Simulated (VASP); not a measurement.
Input for VASP

**POSCAR**
```
PtAl2
1
    0.0000000000     2.9471418606     2.9471418606
    2.9471418606     0.0000000000     2.9471418606
    2.9471418606     2.9471418606     0.0000000000
Al Pt
2 1
Direct
  0.2500000000   0.2500000000   0.2500000000
  0.7500000000   0.7500000000   0.7500000000
  0.0000000000   0.0000000000   0.0000000000
```

### INCAR
```
# general
SYSTEM  = PtAl2
PREC    = Accurate
ENCUT   = 500   # plane-wave cut-off (eV)
LREAL   = .FALSE.   # projection in real space or not
LASPH   = .TRUE.

# electronic loop
EDIFF   = 1E-6
NELM    = 100   # most electronic steps
ALGO    = Normal   # blocked Davidson
LMAXMIX = 6   # l cut-off of mixed one-centre charges

# smearing
ISMEAR  = 1
SIGMA   = 0.1

# functional
GGA     = PS   # PBEsol

# ions
IBRION  = 2   # conjugate gradients
NSW     = 40   # most ionic steps
ISIF    = 3
EDIFFG  = -0.02

# output
LWAVE   = .FALSE.
LCHARG  = .FALSE.
```

KPOINTS:
```
Automatic mesh
0
Gamma
9 9 9
0 0 0
```

POTCAR, in this order: Al Pt (PBE.64 set). Program: vasp_std.

Task: Translate this PBEsol calculation to Ansatz.

Result: One equivalent input (not run):
Ansatz 0.2 input:
```yaml
crystal:
  lattice:
    - [0.0000000, 2.9471419, 2.9471419]
    - [2.9471419, 0.0000000, 2.9471419]
    - [2.9471419, 2.9471419, 0.0000000]
  atoms:
    - { symbol: Al, position: [0.2500000, 0.2500000, 0.2500000] }
    - { symbol: Al, position: [0.7500000, 0.7500000, 0.7500000] }
    - { symbol: Pt, position: [0.0000000, 0.0000000, 0.0000000] }
kpoints:
  mp_grid: { grid: [9, 9, 9] }
hamiltonian:
  xc: pbesol
  pseudopotentials: { kind: paw }
scf:
  occupations: { method: methfessel_paxton, width: 0.1 }
  max_iter: 100
relax:
  max_steps: 40
  f_tol: 0.02
  cell: {}
output: { forces: true, stress: true, eigenvalues: true }
```
The two are equivalent in intent, not identical: each code has its own PAW files, so the cut-off isn't converted (ENCUT is set for VASP's; basis.ecutwfc is left out, and Ansatz then takes the one that its files recommend); Ansatz stops its SCF on the density residual and VASP on the energy change (EDIFF).

The compound is PtAl2 in the fluorite structure. It was relaxed first.
